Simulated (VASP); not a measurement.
These are PBE0 hybrid, VASP's PBE PAW potentials (set 64) (plane waves; VASP) values and carry that method's errors.

VASP input:

**INCAR**
```
# general
SYSTEM  =KF
PREC    =Accurate
ENCUT   =520   # plane-wave cut-off (eV)
LREAL   =.FALSE.   # projection in real space or not
LASPH   =.TRUE.   # aspherical one-centre terms
ISYM    =3

# electronic loop
EDIFF   =1E-6   # SCF stop (eV)
NELM    =60
ALGO    =Normal

# smearing
ISMEAR  =0   # Gaussian
SIGMA   =0.05   # width (eV)

# functional
GGA     =PE   # PBE
LHFCALC =.TRUE.
AEXX    =0.25
HFRCUT  =-1
PRECFOCK=Fast

# ions
ISIF    =2   # forces and stress, cell fixed

# output
LWAVE   =.FALSE.
LCHARG  =.FALSE.
```

File POSCAR:
```
KF
1
    0.0000000000     2.6549787844     2.6549787844
    2.6549787844     0.0000000000     2.6549787844
    2.6549787844     2.6549787844     0.0000000000
K F
1 1
Direct
  0.0000000000   0.0000000000   0.0000000000
  0.5000000000   0.5000000000   0.5000000000
```

### KPOINTS
```
K-points
0
Gamma
  6 6 6
```

POTCAR, in this order: K_sv F (PBE.64 set). Program: vasp_std. Read from the step before: WAVECAR.

Output

OSZICAR:
```
       N       E                     dE             d eps       ncg     rms          rms(c)
DAV:   1    -0.104780198311E+02   -0.10478E+02   -0.18812E-01   384   0.596E+00    0.143E+00
DAV:   2    -0.104763166818E+02    0.17031E-02   -0.17956E-02   468   0.140E+00    0.782E-01
DAV:   3    -0.104753145295E+02    0.10022E-02   -0.44202E-03   444   0.599E-01    0.407E-01
DAV:   4    -0.104752216766E+02    0.92853E-04   -0.23734E-04   484   0.154E-01    0.233E-01
DAV:   5    -0.104751230787E+02    0.98598E-04   -0.12878E-04   468   0.119E-01    0.135E-01
DAV:   6    -0.104751025528E+02    0.20526E-04   -0.24587E-05   464   0.569E-02    0.802E-02
DAV:   7    -0.104750951271E+02    0.74257E-05   -0.36663E-06   444   0.241E-02    0.475E-02
DAV:   8    -0.104750933418E+02    0.17852E-05   -0.21712E-06   432   0.156E-02    0.283E-02
DAV:   9    -0.104750931453E+02    0.19654E-06   -0.65831E-07   296   0.955E-03
   1 F= -.10475093E+02 E0= -.10475093E+02  d E =-.540596E-13
```

File OUTCAR:
```
------------------------ aborting loop because EDIFF is reached ----------------------------------------
  FORCE on cell =-STRESS in cart. coord.  units (eV):
  Direction    XX          YY          ZZ          XY          YZ          ZX
  --------------------------------------------------------------------------------------
  Total        0.2797547      0.2797547      0.2797547      0.0000000      0.0000000     -0.0000000
  in kB       11.9749799     11.9749799     11.9749799      0.0000000      0.0000000     -0.0000000
  external PRESSURE =      11.9749799 kB  Pullay stress =       0.0000000 kB
  volume of cell :       37.43
      direct lattice vectors                 reciprocal lattice vectors
     0.000000000  2.654978784  2.654978784    -0.188325422  0.188325422  0.188325422
     2.654978784  0.000000000  2.654978784     0.188325422 -0.188325422  0.188325422
     2.654978784  2.654978784  0.000000000     0.188325422  0.188325422 -0.188325422
  FREE ENERGIE OF THE ION-ELECTRON SYSTEM (eV)
  ---------------------------------------------------
  free  energy   TOTEN  =       -10.4750931453 eV

  energy  without entropy=      -10.4750931453  energy(sigma->0) =      -10.47509315

  exchange ACFDT corr.  =         0.00000000  see jH, gK, PRB 81, 115126
```
(Selected blocks of OUTCAR.)

**OUTCAR**
```
 val. band max:       -4.7596457261   @ k =   0.0000   0.0000   0.0000

 cond. band min:       4.2847660369   @ k =   0.0000   0.0000   0.0000


 Fermi energy:        -4.5213779678

 k-point     1 :       0.0000    0.0000    0.0000
  band No.  band energies     occupation
      1     -32.3612      2.00000
      2     -24.9736      2.00000
      3     -14.2250      2.00000
      4     -14.2250      2.00000
      5     -14.2250      2.00000
      6      -4.7597      2.00000
      7      -4.7597      2.00000
      8      -4.7596      2.00000
      9       4.2848      0.00000
     10       9.1140      0.00000
     11       9.1140      0.00000
     12       9.1140      0.00000

 k-point     2 :       0.1667    0.0000    0.0000
  band No.  band energies     occupation
      1     -32.3338      2.00000
      2     -24.9985      2.00000
      3     -14.2972      2.00000
      4     -14.2335      2.00000
      5     -14.2335      2.00000
      6      -4.9928      2.00000
      7      -4.8557      2.00000
      8      -4.8556      2.00000
      9       5.0536      0.00000
     10       8.6551      0.00000
     11       9.5098      0.00000
     12       9.5098      0.00000

 k-point     3 :       0.3333    0.0000    0.0000
  band No.  band energies     occupation
      1     -32.2783      2.00000
      2     -25.0488      2.00000
      3     -14.4404      2.00000
      4     -14.2501      2.00000
      5     -14.2501      2.00000
      6      -5.3975      2.00000
      7      -5.0418      2.00000
      8      -5.0418      2.00000
      9       6.6778      0.00000
     10       8.3687      0.00000
     11      10.3244      0.00000
     12      10.3245      0.00000

 k-point     4 :       0.5000    0.0000    0.0000
  band No.  band energies     occupation
      1     -32.2502      2.00000
      2     -25.0742      2.00000
      3     -14.5113      2.00000
      4     -14.2583      2.00000
      5     -14.2583      2.00000
      6      -5.5775      2.00000
...
```

The compound is KF in the rock salt structure. This cell is one point of a volume scan, at 0.94 of the reference volume. The cell's shape comes from a PBE relaxation.
